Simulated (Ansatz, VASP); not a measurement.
# Sb (Antimony): VASP beside Ansatz

Aim: how closely do two programs agree when they are given the same cell, functional and k mesh? The cell is taken from a series of runs on this material, whose earlier steps may have relaxed, scaled, displaced or heated it; both programs get it as it stands.

Program: Ansatz 0.2.0. Level of theory: plane waves, with VASP 6.6.1 beside it; zone-centre phonons at LDA. Results are calculated unless marked as measured.

### Step 1. Set-up

It takes space group R-3m (No. 166, trigonal). Conventional cell: a = 4.467 Å, b = 4.467 Å, c = 10.522 Å, α = 90.00°, β = 90.00°, γ = 120.00°. Nearest to Sb lie 6 Sb at 2.96 to 3.30 Å.

As a file:

```cif
data_structure
_symmetry_space_group_name_H-M 'R-3m:H'
_symmetry_Int_Tables_number 166
_cell_length_a 4.4673
_cell_length_b 4.4673
_cell_length_c 10.5224
_cell_angle_alpha 90.000
_cell_angle_beta 90.000
_cell_angle_gamma 120.000
_cell_volume 181.86
loop_
_atom_site_label
_atom_site_type_symbol
_atom_site_symmetry_multiplicity
_atom_site_Wyckoff_symbol
_atom_site_fract_x
_atom_site_fract_y
_atom_site_fract_z
_atom_site_occupancy
Sb1 Sb 6 c 0.33333 0.66667 0.90227 1
```

### Step 2. Ansatz: zone-centre phonons, LDA

Ansatz runs on its PAW soft_1 files.

Second derivatives magnify differences that forces hide, and they need a tight electronic threshold.

Contents of input.yaml:

```yaml
crystal:
  lattice:
    - [2.2336330083, 1.2895886187, 3.5074818054]
    - [-2.2336330083, 1.2895886187, 3.5074818054]
    - [0.0, -2.5791772372, 3.5074818055]
  atoms:
    - { symbol: Sb, position: [0.235608253, 0.235608253, 0.235608253] }
    - { symbol: Sb, position: [0.764391747, 0.764391747, 0.764391747] }
kpoints:
  mp_grid: { grid: [12, 12, 12] }
hamiltonian:
  xc: lda
  pseudopotentials: { kind: paw, azcp: { folder: soft_1 }, xc_functional: pbe }
scf:
  occupations: { method: methfessel_paxton, width: 0.2 }
output:
  eigenvalues: true
phonons:
  method: dfpt
```

Started as:

```bash
$ ansatz run input.yaml --threads 4 --pin off --max-ram 10240MiB --backend cpu --events-out ev --progress --plain --runs-dir out
```

Numbers of over 12 decimals in the logs are rounded to 6 here.

Output:

```text
Engine: ansatz 0.2.0, x86_64-unknown-linux-gnu
Pseudopotentials: kind: paw
Pseudopotential: Sb, paw, valence charge 15, recommended cutoff 420 eV (normal), soft_1/Sb.paw.azcp
Functional definition: SPW92
  exchange = slater_x
  correlation = pw_c
Crystal: 2 atoms, lattice volume = 60.619 Å³
Basis set: ecut = 420 eV, 1205 PW (Γ), exchange–correlation on 60×60×60 points (8 copies of the dense FFT grid, shifted against one another)
Bands: 19, of which v1, the nominal top of the filled ones, is band 15 counted from 1 (14 counted from 0)
Symmetry: 12 space group operations
k-points: 476 of 1728 (irreducible under 2 space group operations, time reversal used)
Non-local potential: Sb, projectors of the file, l = 0: 2, l = 1: 2, l = 2: 2, l = 3: 1
PAW form: soft (Blöchl's): semilocal exchange-correlation on the pseudo side does not see the compensation charge
PAW frozen core: Sb, regenerated for the run's functional, and the local potential with it (the file was generated under x = pbe(κ = 0.804, μ = 0.219515), c = pbe(β = 0.066725))
PAW one-centre angular grid: Sb, 590 points (default); XC on 64 Gauss nodes
Initial density: superposition of atomic densities (chi_scale 0.1, normalization cell)
Initial wavefunctions: pseudopotential atomic-orbital guess
Functional: x = slater, c = lda
SCF iter   1: F=—  HF=-12671.732870 eV  |F-HF|=—  |Δ(HF+E_count)|=         —  Δρ=1.39e-2  dr2=9.55e-2  ethr=3.10e-3  ⟨swp⟩=6.0  Hψ=47351  notcnv=0
preconditioner: auto → Kerker (q_TF=auto, 2.426 Å⁻¹)  [metal: Δε(μ)=0.026 eV  Ē_g=8.612 eV  σ=0.200 eV  W_gap=0.11  n_scr=14 (ndim 8)  ℏωp=15.1 eV  f_vac=0.000  D(μ)=0.31/eV (n_scr^D=0)]
SCF iter   2: F=—  HF=-12671.715910 eV  |F-HF|=—  |Δ(HF+E_count)|=   1.70e-2  S|Δr|=    0.00e0  Δρ=8.71e-3  dr2=3.95e-2  ethr=3.18e-4  ⟨swp⟩=1.1  Hψ=12926  notcnv=0
SCF iter   3: F=—  HF=-12671.708751 eV  |F-HF|=—  |Δ(HF+E_count)|=   7.16e-3  S|Δr|=    0.00e0  Δρ=1.48e-3  dr2=1.89e-3  ethr=1.32e-4  ⟨swp⟩=1.4  Hψ=11260  notcnv=0
SCF iter   4: F=—  HF=-12671.708655 eV  |F-HF|=—  |Δ(HF+E_count)|=   9.60e-5  S|Δr|=    0.00e0  Δρ=4.81e-4  dr2=2.26e-4  ethr=6.28e-6  ⟨swp⟩=1.7  Hψ=9957  notcnv=0
SCF iter   5: F=—  HF=-12671.708663 eV  |F-HF|=—  |Δ(HF+E_count)|=   8.05e-6  S|Δr|=    0.00e0  Δρ=6.84e-5  dr2=3.53e-6  ethr=7.53e-7  ⟨swp⟩=2.1  Hψ=11163  notcnv=0
SCF iter   6: F=—  HF=-12671.708665 eV  |F-HF|=—  |Δ(HF+E_count)|=   2.13e-6  S|Δr|=    0.00e0  Δρ=2.35e-5  dr2=2.14e-7  ethr=1.18e-8  ⟨swp⟩=2.0  Hψ=15681  notcnv=0
SCF iter   7: F=—  HF=-12671.708665 eV  |F-HF|=—  |Δ(HF+E_count)|=   3.05e-7  S|Δr|=    0.00e0  Δρ=4.69e-6  dr2=1.89e-8  ethr=7.14e-10  ⟨swp⟩=2.5  Hψ=16407  notcnv=0
SCF iter   8: F=—  HF=-12671.708665 eV  |F-HF|=—  |Δ(HF+E_count)|=   1.57e-9  S|Δr|=    0.00e0  Δρ=1.80e-6  dr2=4.53e-9  ethr=6.31e-11  ⟨swp⟩=1.2  Hψ=9484  notcnv=0
SCF iter   9: F=—  HF=-12671.708665 eV  |F-HF|=—  |Δ(HF+E_count)|=  6.42e-10  S|Δr|=    0.00e0  Δρ=4.80e-7  dr2=3.11e-10  ethr=1.51e-11  ⟨swp⟩=2.1  Hψ=10550  notcnv=0
SCF iter  10: F=—  HF=-12671.708665 eV  |F-HF|=—  |Δ(HF+E_count)|=  2.73e-11  S|Δr|=    0.00e0  Δρ=1.24e-7  dr2=1.47e-11  ethr=1.04e-12  ⟨swp⟩=2.0  Hψ=11040  notcnv=0
SCF iter  11: F=-12671.708665 eV  HF=-12671.708665 eV  |F-HF|=1.09e-11  |Δ(HF+E_count)|=  1.82e-12  S|Δr|=    0.00e0  Δρ=4.67e-8  dr2=9.23e-13  ethr=1.00e-12  ⟨swp⟩=6.0  Hψ=36751  notcnv=0
SCF 1 converged in 11 iterations: F = -12671.708665 eV  dr2 = 9.23e-13
  greatest PAW one-centre occupation: 0.997 electrons in one spin orbital (limit 2), on the Sb atom at site 1 (counted from 0), in its partial waves of l = 2
DFPT response loops at Γ: preconditioner auto → Kerker (q_TF=auto, 2.426 Å⁻¹) (partly filled bands, converged f_vac=0.001); β = 1.00, the filter's whole step (`scf.mixing.beta` (0.50) is not read by the response loops under this deck's `scf.mixing.preconditioner`; to damp them name `kerker` or `kerker_dos`, under which they read `scf.mixing.beta`, and type it under 1.00, their step now; both keys bind the ground state too); Broyden in place of MSR1
SCF converged after 11 iterations
Stability not checked: this state was not tested for a lower state beside it, because cold or Methfessel-Paxton smearing, or corrected tetrahedra, fill the levels in a way that the test cannot read (fill_not_monotonic; see scf.lower_state_search)
Free energy (F): -12671.708665 eV
Harris-Foulkes:  -12671.708665 eV  (|F-HF|=1.09e-11)
Internal energy: -12671.710167 eV  (E = F + TS)
E sigma→0 (E₀):  -12671.709040 eV
Entropy (-TS):   0.001503 eV (0.751 meV/atom)
Fermi energy:    9.625210 eV
--- Per-component energies (eV) ---
  E_band       = -340.879062
  E_kinetic    = 327.298852
  E_local      = -3167.062470  (includes V_loc(G=0)·N_el)
  E_nonlocal   = 787.145751
  E_hartree    = 1306.087759
  E_xc         = -197.427743
  E_vxc        = -182.862498  (∫ρ·V_xc dr)
  E_paw        = -8789.241648  (= ΣΔE_a)
  E_vpaw       = -717.574456  (= ΣTr[D̂ρ^β])
  E_aug_tail   = 0.000251  (compensation charges beyond the density's cutoff)
  E_ewald      = -2939.628539
  E_core_change = 1.117622  (= ΣΔE_core)
  E_smearing   = 0.001503  (= −TS)
  E_closure    = -0.000000  (closes the sum)
  Σ components = -12671.708665   (vs F -12671.708665, Δ=0.00e0)
--- Band table (eV; the first three rows and the last of 476) ---
  k-point 0: bands = [... 11 lower, 4.8880, 7.8217, 7.8217, 8.5391, 12.1961, 12.7316, 12.7316, 14.6512]
  k-point 1: bands = [... 11 lower, 4.5235, 7.8304, 8.0372, 8.5449, 12.0309, 12.5087, 12.5479, 14.5346]
  k-point 2: bands = [... 11 lower, 3.6920, 7.8611, 8.3826, 8.6217, 11.5878, 11.9469, 12.0965, 14.4833]
  k-point 475: bands = [... 11 lower, 0.8957, 8.3639, 8.3639, 8.8082, 9.4973, 9.4973, 10.3006, 17.5102]
--- Phonons (Γ-DFPT): 2 representative perturbations + reference, on 476 of 1728 k-points (Σ response iterations 6) ---
  k mesh reduced under 2 symmetry operations, with k and −k counted as one. Each operation leaves every solved perturbation unchanged. A smaller set is not used because it would not reduce the number of displacements times k-points to solve
  ASR residual: 3.887e-5 → 0.000e0 eV/Å²; symmetrization residual: 7.776e-6 eV/Å²
  ASR residual per site (eV/Å²): 3.89e-5 3.89e-5
  Γ frequencies (cm⁻¹): 0.00 0.00 0.00 41.25 41.25 126.19
  non-analytic LO–TO correction: not included (Born effective charges unavailable; polar crystals: no LO–TO splitting at Γ)
```

Reading the cycles: dr2 is the Hartree energy of the density residual (eV), the measure of convergence; HF is the Harris–Foulkes estimate of the energy, which meets the free energy F at convergence.

### Step 3. VASP: zone-centre phonons, LDA

The same cell, functional (in two slightly different forms), mesh and smearing now go to VASP, with its own data sets.

Lines of VASP's logs that name or quote its potential files are left out, and so is its time.

Contents of INCAR:

```
SYSTEM = Sb
PREC = Accurate
ENCUT = 500
EDIFF = 1E-08
NELM = 120
ISMEAR = 1
SIGMA = 0.2
LREAL = .FALSE.
ALGO = Normal
GGA = CA
NBANDS = 11
LORBIT = 11
LWAVE = .FALSE.
LCHARG = .FALSE.
ISIF = 2
IBRION = 8
LASPH = .TRUE.
GGA_COMPAT = .FALSE.
KPAR = 2
```

Contents of POSCAR:

```
Sb
1.0
    2.2336330083      1.2895886187      3.5074818054
   -2.2336330083      1.2895886187      3.5074818054
    0.0000000000     -2.5791772372      3.5074818055
Sb
2
Direct
    0.2356082530      0.2356082530      0.2356082530
    0.7643917470      0.7643917470      0.7643917470
```

Contents of KPOINTS:

```
Automatic mesh
0
Gamma
12 12 12
0 0 0
```

The projector-augmented-wave data sets are Sb (LDA family, release 64).

Started as:

```bash
$ mpirun -np 2 vasp_std
```

Output:

```text
[banner, memory and clock lines left out]
running    2 mpi-ranks, on    1 nodes
 distrk:  each k-point on    1 cores,    2 groups
 distr:  one band on    1 cores,    1 groups

 POSCAR found type information on POSCAR Sb
 POSCAR found :  1 types and       2 ions
 LDA part: xc-table for (Slater(with rela. corr.)+CA(PZ))
 , standard interpolation
 POSCAR, INCAR and KPOINTS ok, starting setup
 FFT: planning ... GRIDC
 FFT: planning ... GRID_SOFT
 FFT: planning ... GRID
 WAVECAR not read
 entering main loop
       N       E                     dE             d eps       ncg     rms          rms(c)
DAV:   1     0.366573800766E+02    0.36657E+02   -0.34993E+03  4158   0.692E+02
DAV:   2    -0.752511351561E+01   -0.44182E+02   -0.42879E+02  5725   0.113E+02
DAV:   3    -0.957382626397E+01   -0.20487E+01   -0.20179E+01  4966   0.280E+01
DAV:   4    -0.959362553007E+01   -0.19799E-01   -0.19793E-01  4750   0.325E+00
DAV:   5    -0.959386022758E+01   -0.23470E-03   -0.23469E-03  4846   0.398E-01    0.299E+00
DAV:   6    -0.958086689062E+01    0.12993E-01   -0.34017E-03  4736   0.308E-01    0.177E+00
DAV:   7    -0.957357213344E+01    0.72948E-02   -0.70260E-03  4653   0.440E-01    0.631E-02
DAV:   8    -0.957356734439E+01    0.47890E-05   -0.31017E-04  4689   0.114E-01    0.201E-02
DAV:   9    -0.957357045749E+01   -0.31131E-05   -0.16280E-05  4806   0.262E-02    0.827E-03
DAV:  10    -0.957357011757E+01    0.33991E-06   -0.20837E-06  4719   0.779E-03    0.132E-03
DAV:  11    -0.957357015717E+01   -0.39593E-07   -0.16748E-07  4707   0.289E-03    0.425E-04
DAV:  12    -0.957357015912E+01   -0.19547E-08   -0.11221E-08  3047   0.629E-04
   1 F= -.95735702E+01 E0= -.95740393E+01  d E =0.140756E-02
 Linear response reoptimize wavefunctions to high precision
DAV:   1    -0.957357015899E+01    0.13091E-09   -0.22750E-09  3367   0.321E-04
DAV:   2    -0.957357015903E+01   -0.37460E-10   -0.26202E-10  2466   0.126E-04
 Linear response DOF=           2
 Linear response progress:
  Degree of freedom:   1/  2
       N       E                     dE             d eps       ncg     rms          rms(c)
RMM:   1    -0.261837690104E-01   -0.26184E-01    0.25537E-02 38860   0.119E+00
RMM:   2    -0.260316435789E-01    0.15213E-03   -0.17093E-03 30138   0.246E-01    0.501E-02
RMM:   3    -0.260468592367E-01   -0.15216E-04   -0.52010E-05 31750   0.412E-02    0.297E-02
RMM:   4    -0.261172166914E-01   -0.70357E-04   -0.23224E-05 31862   0.201E-02    0.206E-03
RMM:   5    -0.261214980424E-01   -0.42814E-05   -0.15783E-06 32642   0.358E-03    0.108E-03
RMM:   6    -0.261222262387E-01   -0.72820E-06    0.26808E-07 31114   0.834E-04    0.246E-04
RMM:   7    -0.261213182333E-01    0.90801E-06    0.13872E-07 33176   0.204E-04    0.107E-04
RMM:   8    -0.261212767008E-01    0.41533E-07    0.51323E-08 33610   0.550E-05    0.168E-05
RMM:   9    -0.261212815365E-01   -0.48357E-08   -0.75393E-09 33771   0.136E-05    0.212E-06
 first order change of Fermi-energy  -0.11802E-04
 force on displaced ion       1 direction 1 :  -0.529   0.000   0.000
 Linear response progress:
  Degree of freedom:   2/  2
       N       E                     dE             d eps       ncg     rms          rms(c)
RMM:   1    -0.266239201009E-01   -0.26624E-01    0.11812E-02  8091   0.119E+00
RMM:   2    -0.253690904441E-01    0.12548E-02   -0.16528E-03  6492   0.259E-01    0.434E-02
RMM:   3    -0.252775307083E-01    0.91560E-04   -0.42035E-05  6895   0.437E-02    0.257E-02
RMM:   4    -0.252071388731E-01    0.70392E-04   -0.20959E-05  6749   0.225E-02    0.579E-03
RMM:   5    -0.252125699250E-01   -0.54311E-05   -0.61891E-07  6998   0.480E-03    0.235E-03
RMM:   6    -0.252146702676E-01   -0.21003E-05   -0.51772E-08  7041   0.111E-03    0.715E-04
RMM:   7    -0.252141662595E-01    0.50401E-06   -0.86562E-10  7109   0.276E-04    0.250E-04
RMM:   8    -0.252141914044E-01   -0.25145E-07    0.20763E-09  7193   0.727E-05    0.240E-05
RMM:   9    -0.252142022635E-01   -0.10859E-07    0.36897E-10  7255   0.198E-05    0.121E-05
RMM:  10    -0.252142042413E-01   -0.19778E-08   -0.31326E-10  7250   0.866E-06    0.397E-06
 first order change of Fermi-energy  -0.41666E-01
 force on displaced ion       1 direction 3 :   0.000  -0.000  -3.683
 Linear response finished
```

Parts of OUTCAR (step 3):

```text
ion  position               nearest neighbor table
   1  0.236  0.236  0.236-   2 2.96   2 2.96   2 2.96   2 3.30   2 3.30   2 3.30
   2  0.764  0.764  0.764-   1 2.96   1 2.96   1 2.96   1 3.30   1 3.30   1 3.30

  LATTYP: Found a trigonal (rhomboedric) cell.
 ALAT       =     4.3536862354
 COS(alpha) =     0.4735715161

 Subroutine GETGRP returns: Found 12 space group operations
 (whereof 12 operations were pure point group operations)

The static configuration has the point symmetry D_3d.

 Found    189 irreducible k-points:

   k-points           NKPTS =    189   k-points in BZ     NKDIM =    189   number of bands    NBANDS=     11

   dimension x,y,z NGX =    32 NGY =   32 NGZ =   32
   dimension x,y,z NGXF=    64 NGYF=   64 NGZF=   64

   ENCUT  =  500.0 eV  36.75 Ry    6.06 a.u.   7.94  7.94  7.94*2*pi/ulx,y,z

   NELECT =      10.0000    total number of electrons

 k-points in reciprocal lattice and weights: Automatic mesh
   0.00000000  0.00000000  0.00000000       0.001
   0.08333333 -0.00000000  0.00000000       0.003
   0.16666667 -0.00000000  0.00000000       0.003
   0.25000000 -0.00000000  0.00000000       0.003
   0.33333333 -0.00000000 -0.00000000       0.003
   0.41666667  0.00000000  0.00000000       0.003
   0.50000000 -0.00000000  0.00000000       0.002
   0.08333333  0.08333333  0.00000000       0.003
   0.16666667  0.08333333  0.00000000       0.007
[...]
-0.41666667  0.50000000  0.41666667       0.003
   0.50000000  0.50000000  0.50000000       0.001

 average (electrostatic) potential at core
       1 -86.8470       2 -86.8470

  Total       -1.3821978     -1.3821978      0.0430709      0.0000000      0.0000000      0.0000000
  in kB      -36.5318013    -36.5318013      1.1383746      0.0000000      0.0000000      0.0000000
  external PRESSURE =     -23.9750760 kB  Pullay stress =       0.0000000 kB

  energy-cutoff  :      500.00
  volume of cell :       60.62
      direct lattice vectors                 reciprocal lattice vectors
     2.233633008  1.289588619  3.507481805     0.223850560  0.129240181  0.095034943
    -2.233633008  1.289588619  3.507481805    -0.223850560  0.129240181  0.095034943
     0.000000000 -2.579177237  3.507481805     0.000000000 -0.258480362  0.095034943

 POSITION                                       TOTAL-FORCE (eV/Angst)
 -----------------------------------------------------------------------------------
      0.00000      0.00000      2.47917         0.000000      0.000000      0.045630
      0.00000      0.00000      8.04327         0.000000     -0.000000     -0.045630
 -----------------------------------------------------------------------------------
    total drift:                               -0.000000     -0.000000     -0.000000

 Eigenvectors and eigenvalues of the dynamical matrix
 ----------------------------------------------------

   1 f  =    3.845414 THz    24.161451 2PiTHz  128.269215 cm-1    15.903349 meV
             X         Y         Z           dx          dy          dz
      0.000000  0.000000  2.479175    -0.000000   -0.000000   -0.707107
      0.000000  0.000000  8.043270     0.000000    0.000000    0.707107

   2 f  =    1.458017 THz     9.160994 2PiTHz   48.634228 cm-1     6.029873 meV
             X         Y         Z           dx          dy          dz
      0.000000  0.000000  2.479175     0.000008    0.707107   -0.000000
      0.000000  0.000000  8.043270    -0.000008   -0.707107    0.000000

   3 f  =    1.458017 THz     9.160994 2PiTHz   48.634228 cm-1     6.029873 meV
             X         Y         Z           dx          dy          dz
      0.000000  0.000000  2.479175    -0.707107    0.000008   -0.000000
      0.000000  0.000000  8.043270     0.707107   -0.000008    0.000000

   4 f  =    0.000000 THz     0.000000 2PiTHz    0.000002 cm-1     0.000000 meV
             X         Y         Z           dx          dy          dz
      0.000000  0.000000  2.479175    -0.018625   -0.457178    0.539111
      0.000000  0.000000  8.043270    -0.018625   -0.457178    0.539111

   5 f  =    0.000000 THz     0.000000 2PiTHz    0.000001 cm-1     0.000000 meV
             X         Y         Z           dx          dy          dz
      0.000000  0.000000  2.479175     0.220950    0.508510    0.438861
      0.000000  0.000000  8.043270     0.220950    0.508510    0.438861

   6 f/i=    0.000000 THz     0.000000 2PiTHz    0.000000 cm-1     0.000000 meV
             X         Y         Z           dx          dy          dz
      0.000000  0.000000  2.479175     0.671442   -0.180015   -0.129461
      0.000000  0.000000  8.043270     0.671442   -0.180015   -0.129461

 ELASTIC MODULI CONTR FROM IONIC RELAXATION (kBar)
 Direction    XX          YY          ZZ          XY          YZ          ZX
 --------------------------------------------------------------------------------
 XX         -81.3135    -41.5884   -101.4189     -0.0000    118.5078      0.0000
 YY         -41.5884    -81.3135   -101.4189      0.0000   -118.5078     -0.0000
 ZZ        -101.4189   -101.4189   -167.3823     -0.0000      0.0000      0.0000
 XY          -0.0000      0.0000     -0.0000    -19.8625      0.0000    114.0310
 YZ         118.5078   -118.5078      0.0000      0.0000   -707.0643     -0.0000
 ZX           0.0000     -0.0000      0.0000    114.0310     -0.0000   -654.6524
 --------------------------------------------------------------------------------
```

### Step 4. Comparison

Known differences besides the potentials themselves: the two LDA forms differ slightly; the data sets hold 30 valence electrons in Ansatz (on its PAW soft_1 files) and 10 in VASP; the cutoff is 420 eV in Ansatz and 500 eV in VASP; VASP's log shows a relativistic correction to its local exchange, Ansatz's none. Total energies have different zeros and are not compared.

Compared:

```
                  quantity  Ansatz   VASP  difference
optical mode 1 to 2 (cm⁻¹)    41.2   48.6        -7.4
     optical mode 3 (cm⁻¹)   126.2  128.3     -1.62 %
```

Modes are paired by rising frequency, not by their patterns, so a pair may set unlike modes beside each other; they are those without the splitting of longitudinal modes.

### Step 5. Results

```json
{"r.m.s. difference of the optical zone-centre modes, each program's sorted by frequency (zone-centre phonons, LDA)": "6.1 cm⁻¹", "difference in optical mode 3 (zone-centre phonons, LDA)": "-1.6 %"}
```

**Reading.** The r.m.s. difference of the optical zone-centre modes, each program's sorted by frequency is 6.1 cm⁻¹ (zone-centre phonons, LDA). The data sets hold unlike numbers of valence electrons (30 in Ansatz and 10 in VASP), so part of the differences comes from the potentials. Among the rows given in per cent, the largest difference of the zone-centre phonons, LDA pair is in optical mode 3, -1.6 %. How closely two codes agree says nothing of how well the functional describes the real material.

[Lines on the potential files, build, host, timing and source positions are cut from VASP's logs without a mark.]

[Logs are printed without paths, hosts, clocks, repeated set-up lines and the standing remarks that a program may print on its own settings, such as how far it seeks lower states.]

[Hosts, paths, dates, database ids (printed as entryN), source tags and the programs' standing remarks are cut or masked in the printed files.]
